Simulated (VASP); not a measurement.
# Shielding tensors and field gradients of SiO2 (Quartz), part 5 of 5

What are the shielding tensors of SiO2 (Quartz)? The cell has space group P3_121. The start is a cell from a database of measured crystal structures.

VASP 6.6.1, plane waves and PAW; the level of theory is named at each step.

So far. Step 2 (Ground state): The cell has a gap of 6.00 eV on this mesh and a pressure of +7.2 GPa, which holds the misfit of the given cell and coordinates with this functional, and any error of cutoff, mesh and data sets. Forces of up to 0.38 eV/Å remain in these settings.

## Step 4: Another functional (continued)

Level of this step: chemical shifts by linear response (GIPAW), LDA; plane waves and PAW (Si, O) (VASP).

OUTCAR, selected parts (step 4):

```text
 Found     17 irreducible k-points:

   NELECT =      48.0000    total number of electrons

  Total        1.0185461      1.0185461      1.0309644      0.0000000     -0.0000000      0.0000000
  in kB       14.4160807     14.4160807     14.5918452      0.0000000     -0.0000000      0.0000000
  external PRESSURE =      14.4746688 kB  Pullay stress =       0.0000000 kB

 POSITION                                       TOTAL-FORCE (eV/Angst)
 -----------------------------------------------------------------------------------
      1.15448      1.99961      0.00000        -0.005387     -0.009331      0.000000
     -1.30342      2.25760      3.60607        -0.005387      0.009331      0.000000
      2.60685      0.00000      1.80303         0.010775     -0.000000      0.000000
      3.53839      1.14093      2.44672         0.134516      0.000304     -0.070118
      2.15853      2.49387      4.24975        -0.067522      0.116342     -0.070118
      1.67678      0.62240      0.64368        -0.066995     -0.116647     -0.070118
     -0.78112      3.63480      2.96238        -0.066995      0.116647      0.070118
      1.08049      3.11628      1.15935         0.134516     -0.000304      0.070118
     -0.29937      1.76334      4.76542        -0.067522     -0.116342      0.070118
 -----------------------------------------------------------------------------------
    total drift:                               -0.000000     -0.000000     -0.000000

 Electric field gradients after diagonalization (V/A^2)
 (convention: |V_zz| > |V_xx| > |V_yy|)
----------------------------------------------------------------------
 ion       V_xx      V_yy      V_zz     asymmetry (V_yy - V_xx)/ V_zz
----------------------------------------------------------------------
   1      -6.655    -1.395     8.050       0.653
   2      -6.655    -1.395     8.050       0.653
   3      -6.655    -1.395     8.050       0.653
   4     -50.125   -33.550    83.675       0.198
   5     -50.123   -33.550    83.674       0.198
   6     -50.125   -33.548    83.673       0.198
   7     -50.125   -33.550    83.675       0.198
   8     -50.123   -33.550    83.674       0.198
   9     -50.125   -33.548    83.673       0.198
----------------------------------------------------------------------

  ORBITAL MAGNETIC SUSCEPTIBILITY, excluding core contribution
 -------------------------------------------------------------
  Approximate magnetic susceptibility, pGv (10^-6 cm^3/mole)
     1        -64.932837          0.000000          0.000000
     2          0.000000        -64.879872         -0.151100
     3          0.000000         -0.023233        -63.322381
 -------------------------------------------------------------
  Approximate magnetic susceptibility, vGv (10^-6 cm^3/mole)
     1        -63.017752          0.000000          0.000000
     2          0.000000        -62.931671         -0.126750
     3          0.000000         -0.125575        -59.625289

  BDIR labels direction of applied magnetic field (i.e. B0)
  For BDIR==1, B0 along x-axis, etc.
  Induced field listed along cartesian directions for each BDIR
 ------------------------------------------------------------------------------------------
                 EXCLUDING G=0 CONTRIBUTION              INCLUDING G=0 CONTRIBUTION
 ------------------------------------------------------------------------------------------
  ion  BDIR            X           Y           Z                X           Y           Z
          (   iso_shield        span        skew ) (   iso_shield        span        skew )
 ------------------------------------------------------------------------------------------
    1     1     424.9557     -0.5279     -6.6123         433.8691     -0.5279     -6.6123
          2      -0.5292    424.3444      3.8173          -0.5292    433.2512      3.8358
          3      11.8159     -6.8241    421.8095          11.8159     -6.8212    430.5250
          (     423.7032      6.9303     -0.1456 ) (     432.5484      7.0209     -0.1707 )

    2     1     424.9557      0.5279      6.6123         433.8691      0.5279      6.6123
          2       0.5292    424.3444      3.8173           0.5292    433.2512      3.8358
          3     -11.8159     -6.8241    421.8095         -11.8159     -6.8212    430.5250
          (     423.7032      6.9303     -0.1456 ) (     432.5484      7.0209     -0.1707 )

    3     1     424.0373      0.0000      0.0000         432.9507      0.0000      0.0000
          2       0.0000    425.2594     -7.6331           0.0000    434.1663     -7.6146
          3       0.0000     13.6451    421.8074           0.0000     13.6480    430.5228
          (     423.7013      6.9326     -0.1454 ) (     432.5466      7.0482     -0.1720 )

    4     1     183.8456     20.2576     14.0556         192.7590     20.2576     14.0556
          2      21.1295    210.3328     30.8475          21.1295    219.2397     30.8661
          3      12.8928     31.2566    199.7128          12.8928     31.2594    208.4283
          (     197.9637     75.1768      0.8482 ) (     206.8090     75.1592      0.8495 )

    5     1     221.6308      0.6876    -33.7456         230.5442      0.6876    -33.7456
          2       1.5582    172.5467     -3.2484           1.5582    181.4536     -3.2298
          3     -33.5161     -4.4560    199.7133         -33.5161     -4.4532    208.4288
          (     197.9636     75.1740      0.8484 ) (     206.8089     75.1381      0.8502 )

    6     1     185.7905    -22.2519     19.6864         194.7039    -22.2519     19.6864
          2     -21.3815    208.3887    -27.5972         -21.3815    217.2956    -27.5786
          3      20.6207    -26.7938    199.7133          20.6207    -26.7909    208.4288
          (     197.9642     75.1759      0.8482 ) (     206.8094     75.1343      0.8494 )

    7     1     185.7905     22.2519    -19.6864         194.7039     22.2519    -19.6864
          2      21.3815    208.3887    -27.5972          21.3815    217.2956    -27.5786
          3     -20.6207    -26.7938    199.7133         -20.6207    -26.7909    208.4288
          (     197.9642     75.1759      0.8482 ) (     206.8094     75.1343      0.8494 )

    8     1     183.8456    -20.2576    -14.0556         192.7590    -20.2576    -14.0556
          2     -21.1295    210.3328     30.8475         -21.1295    219.2397     30.8661
          3     -12.8928     31.2566    199.7128         -12.8928     31.2594    208.4283
          (     197.9637     75.1768      0.8482 ) (     206.8090     75.1592      0.8495 )

    9     1     221.6308     -0.6876     33.7456         230.5442     -0.6876     33.7456
          2      -1.5582    172.5467     -3.2484          -1.5582    181.4536     -3.2298
          3      33.5161     -4.4560    199.7133          33.5161     -4.4532    208.4288
          (     197.9636     75.1740      0.8484 ) (     206.8089     75.1381      0.8502 )
 ------------------------------------------------------------------------------------------

[... 10 parts as in an earlier step ...]

[... 1 further part left out ...]
```

The PAW data sets were made with PBE, though LDA sets exist; this is a small mismatch.

This step gave:

```
free energy (TOTEN)            : -77.7008 eV
Fermi energy                   : 0.8744 eV
pressure                       : 1.447 GPa
gap on the k-mesh              : 5.762 eV
least direct gap on the k-mesh : 6.079 eV
```

Valence and core; the G = 0 term is that of a spherical sample. NMR shielding, by row:

| atom | isotropic shielding (ppm) | span (ppm) | skew | isotropic shielding without the G = 0 term (ppm) |
| --- | --- | --- | --- | --- |
| Si1 | 432.5 | 7.021 | -0.1707 | 423.7 |
| Si2 | 432.5 | 7.021 | -0.1707 | 423.7 |
| Si3 | 432.5 | 7.048 | -0.172 | 423.7 |
| O4 | 206.8 | 75.16 | 0.8495 | 198 |
| O5 | 206.8 | 75.14 | 0.8502 | 198 |
| O6 | 206.8 | 75.13 | 0.8494 | 198 |
| O7 | 206.8 | 75.13 | 0.8494 | 198 |
| O8 | 206.8 | 75.16 | 0.8495 | 198 |
| O9 | 206.8 | 75.14 | 0.8502 | 198 |

Ordered as |Vzz| ≥ |Vxx| ≥ |Vyy|, the program's way. Electric field gradients, by row:

| atom | Vxx (V/Å²) | Vyy (V/Å²) | Vzz (V/Å²) | asymmetry |
| --- | --- | --- | --- | --- |
| Si1 | -6.655 | -1.395 | 8.05 | 0.653 |
| Si2 | -6.655 | -1.395 | 8.05 | 0.653 |
| Si3 | -6.655 | -1.395 | 8.05 | 0.653 |
| O4 | -50.12 | -33.55 | 83.67 | 0.198 |
| O5 | -50.12 | -33.55 | 83.67 | 0.198 |
| O6 | -50.12 | -33.55 | 83.67 | 0.198 |
| O7 | -50.12 | -33.55 | 83.67 | 0.198 |
| O8 | -50.12 | -33.55 | 83.67 | 0.198 |
| O9 | -50.12 | -33.55 | 83.67 | 0.198 |

Against the first shielding run the largest change is -10.7 ppm, on O4.

## Step 5: Summary

This step: chemical shifts by linear response (GIPAW), PBE, LDA; plane waves and PAW (VASP 6.6.1).

This step runs nothing: it gathers the runs above.

Isotropic shieldings. Cost is wall time times ranks on a shared host. Shieldings by setting:

| run | ENCUT (eV) | k mesh | Si1, Wyckoff letter a (ppm) | O4, Wyckoff letter c (ppm) | cost (core minutes) |
| --- | --- | --- | --- | --- | --- |
| first shielding run | 560 | 5x5x4 | 441.3 | 217.6 | 32.21 |
| another functional | 560 | 5x5x4 | 432.5 | 206.8 | 31.14 |

## Step 6: Outcome

```yaml
si_isotropic_shielding: 441.3 ppm
o_isotropic_shielding: 217.6 ppm
```

**Reading.** At PBE, in the first shielding run, the isotropic shieldings are Si 441.3 ppm; O 217.6 ppm. In the first shielding run the widest tensor is that of O4, with a span (largest less smallest principal value) of 76.4 ppm. The largest field gradient of that run is Vzz = 86.7 V/Å² at O4. Against the first shielding run, the one with another functional moves the shieldings by at most 11 ppm. Shifts were not obtained, since a shift is the shielding of a reference compound, computed alike, less these values. The G = 0 term is the part set by the sample's shape, taken here for a sphere. No finer mesh was run, so convergence in it isn't shown. VASP's guide advises LASPH and NLSPLINE for shieldings, which this input doesn't set; the effect wasn't tested. Where the functional isn't the one that the data sets were made with, the shieldings hold that mismatch too. The cell has space group P3_121. The given cell is kept, although it stands at +7.1 GPa at PBE and ENCUT = 560 eV, which holds the mismatch of the given cell with this functional, any error of the entry itself and any basis-set error. The atoms weren't relaxed and carry forces of up to 0.38 eV/Å at PBE in the first shielding run, so the numbers belong to the given coordinates, and a relaxation would change them.

[Lines on the potential files, build, host, timing and source positions are cut from VASP's logs without a mark.]

[Logs are printed without paths, hosts, clocks, repeated set-up lines and the standing remarks that a program may print on its own settings, such as how far it seeks lower states.]

[Hosts, paths, dates, database ids (printed as entryN), source tags and the programs' standing remarks are cut or masked in the printed files.]
